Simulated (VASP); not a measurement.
# CBr₂ClF, excitations by TDDFT: which settings are enough?

CBr₂ClF, molecule in box, 5 atoms in the cell. PBE0, TDDFT by the Casida equation; PAW potentials F, C, Cl, Br (PBE set). VASP 6.6.1.

Wanted: first excitation within 0.05 eV.

Kernel: hybrid exchange.

POSCAR:
```
CBr2ClF
1.0
   12.0000000000      0.0000000000      0.0000000000
    0.0000000000     12.0000000000      0.0000000000
    0.0000000000      0.0000000000     12.0000000000
F C Cl Br
1 1 1 2
Direct
    0.6007833340      0.4421783320      0.5229083340
    0.5053916640      0.4956033320      0.5041666640
    0.4205500040      0.4835533320      0.6224083340
    0.4340083340      0.4281450020      0.3761500040
    0.5392666640      0.6505200020      0.4743666640
```

The series start from Conduction bands in the pairs: 36; Valence bands in the pairs: 12; Vacuum around the molecule (Å): 9; Plane-wave cutoff (eV): 400. Each series keeps the choices made before it, and each single choice may use up half of a tolerance. Times cover all steps of a run.

## Conduction bands in the pairs

| Conduction bands in the pairs | First excitation (eV) | Time (s) |
|---|---|---|
| 4 | 4.996 | 227 |
| 12 | 4.993 | 228 |
| 24 | 4.990 | 230 |
| 36 | 4.986 | 232 |
| 60 | 4.981 | 292 |
| 100 (reference) | 4.974 | 386 |

## Valence bands in the pairs

| Valence bands in the pairs | First excitation (eV) | Time (s) |
|---|---|---|
| 1 | 5.048 | 227 |
| 3 | 5.027 | 227 |
| 6 | 4.999 | 227 |
| 12 (reference) | 4.996 | 227 |

## Vacuum around the molecule (Å)

| Vacuum around the molecule (Å) | First excitation (eV) | Time (s) |
|---|---|---|
| 6 | 4.946 | 74 |
| 9 (reference) | 4.999 | 227 |
| 12 | no result | 515 |

## Plane-wave cutoff (eV)

| Plane-wave cutoff (eV) | First excitation (eV) | Time (s) |
|---|---|---|
| 280 | 4.984 | 130 |
| 340 | 4.994 | 170 |
| 400 | 4.999 | 227 |
| 480 (reference) | 5.000 | 333 |

## Question

The rows run from the loosest to the tightest. For each series: choose the loosest value from which every tighter one stays within half of the tolerance.

## Answer

- Conduction bands in the pairs: 4
- Valence bands in the pairs: 6
- Vacuum around the molecule (Å): 9, the tightest run that gave a result, since the next looser one is off by more than half of the tolerance (convergence isn't shown beyond it)
- Plane-wave cutoff (eV): 280

## All choices together

| Input | First excitation (eV) | Time (s) |
|---|---|---|
| one pair of orbitals (naive) | 5.051 | 227 |
| chosen settings | 4.984 | 130 |
| reference settings throughout | 4.975 | 609 |

The chosen settings stay within the tolerance of the reference run, but the reference itself isn't shown to be converged in: Vacuum around the molecule (Å).

## The input

INCAR.step1:
```
SYSTEM = CBr2ClF
PREC = Accurate
ENCUT = 280
ISMEAR = 0
SIGMA = 0.02
EDIFF = 1E-5
LASPH = .TRUE.
LWAVE = .TRUE.
LCHARG = .FALSE.
NBANDS = 56
```

INCAR.step2:
```
SYSTEM = CBr2ClF
PREC = Accurate
ENCUT = 280
ISMEAR = 0
SIGMA = 0.02
EDIFF = 1E-7
LASPH = .TRUE.
LWAVE = .TRUE.
LCHARG = .FALSE.
LOPTICS = .TRUE.
ALGO = Normal
NBANDS = 56
NEDOS = 2000
CSHIFT = 0.1
GGA = PE
LHFCALC = .TRUE.
AEXX = 0.25
ISTART = 1
PRECFOCK = Fast
HFRCUT = -1
```

INCAR.step3:
```
SYSTEM = CBr2ClF
PREC = Accurate
ENCUT = 280
ISMEAR = 0
SIGMA = 0.02
EDIFF = 1E-7
LASPH = .TRUE.
LWAVE = .FALSE.
LCHARG = .FALSE.
ALGO = TDHF
NBANDS = 56
NBANDSO = 6
NBANDSV = 4
IBSE = 2
NBSEEIG = 6
LHARTREE = .TRUE.
LADDER = .TRUE.
LFXC = .TRUE.
ENCUTGW = 150
GGA = PE
LHFCALC = .TRUE.
AEXX = 0.25
ISTART = 1
PRECFOCK = Fast
HFRCUT = -1
ANTIRES = 0
OMEGAMAX = 25
CSHIFT = 0.15
NOMEGA = 1000
```

KPOINTS:
```
k-points
0
Gamma
  1 1 1
```

Commands (each step's output is kept before the next begins):
```
cat potpaw_PBE.64/F/POTCAR potpaw_PBE.64/C/POTCAR potpaw_PBE.64/Cl/POTCAR potpaw_PBE.64/Br/POTCAR > POTCAR
cp INCAR.step1 INCAR
mpirun -np 4 vasp_gam > vasp.out
cp INCAR.step2 INCAR
mpirun -np 4 vasp_gam > vasp.out
cp INCAR.step3 INCAR
mpirun -np 4 vasp_gam > vasp.out
```

The chosen input took VASP 6.6.1 130 s on 4 cores (Intel Xeon Platinum 8488C (Sapphire Rapids)), a shared host.
